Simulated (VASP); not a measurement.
Input of a VASP 6.6.1 run:

File INCAR:

```
SYSTEM = Ca2Pb5
ALGO = Fast
EDIFF = 1E-6
ENCUT = 520
GGA = PS
ISIF = 2
ISMEAR = 1
LASPH = .True.
LCHARG = .False.
LREAL = .False.
LWAVE = .False.
NBANDS = 54
NELM = 60
PREC = Accurate
SIGMA = 0.15
```

KPOINTS

```
k-points
0
Gamma
  3 3 2
  0 0 0
```

Contents of POSCAR:

```
Ca2Pb5
1.0
    4.8560217700      0.0000000000      0.0000000000
    0.0000000000      4.8560217700      0.0000000000
    0.0000000000      0.0000000000      9.7120435400
Ca Pb
2 5
Direct
    0.0012464936     -0.0027396912      0.0118983198
   -0.0379221941      0.0039231702      0.5047051097
    0.1913607566      0.5036157406      0.3218990923
    0.5467652588      0.0050162460      0.2516778256
    0.4907020835      0.4982739194     -0.0087151586
   -0.0032320695      0.5003297174      0.7459837850
    0.4783300220      0.0053313188      0.7482447922
```

Potentials or basis: VASP PAW PBE potentials, release 64 (Ca_sv, Pb_d).

The run is started by

```bash
$ cat potpaw_PBE.64/Ca_sv/POTCAR potpaw_PBE.64/Pb_d/POTCAR > POTCAR
$ mpirun -np 1 vasp_std > vasp.out
```

Q: Estimate the band gap on the k mesh.

A: None (metal or under the smearing width).

Q: Predict the pressure.

A: -1.3 GPa.

Q: What does it give for the largest force?

A: 0.549 eV/Å.

Forces on the atoms (eV/Å):
```
Ca   0.095  0.010  0.073
Ca   0.071 -0.016  0.090
Pb  -0.350  0.015 -0.423
Pb   0.052 -0.016  0.108
Pb   0.068  0.011  0.089
Pb   0.078  0.024  0.016
Pb  -0.014 -0.028  0.047
```

Caveat: the k mesh is coarse (spacing up to 0.43 Å⁻¹), so the values aren't converged; the PAW data sets were made with another functional, which shifts forces and pressure a little. The run has no spin-orbit coupling, so splittings on Pb are missing.
